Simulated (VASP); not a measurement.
Input:

```
CELL_PARAMETERS angstrom
     -1.68172     1.68172     1.68172
      1.68172    -1.68172     1.68172
      1.68172     1.68172    -1.68172
ATOMIC_POSITIONS crystal
  Li 0.00000 0.00000 0.00000
```

Method: PW91 GGA, VASP's PBE PAW potentials (set 64) (plane waves; VASP). Run with 520 eV cut-off, 15×15×15 Γ-centred mesh, first-order Methfessel-Paxton smearing of 0.10 eV, potentials Li_sv.

Problem. Predict the energy per atom (σ→0), band gap (on the k-mesh) with the smallest direct gap where there is one.

Solution. 
```json
{
  "band gap (on the k-mesh)": "none (metal, semimetal or under 0.01 eV)",
  "energy per atom (σ→0)": "-1.884 eV/atom"
}
```

The compound is Li in the bcc structure. This cell is one point of a volume scan, at 0.94 of the reference volume.
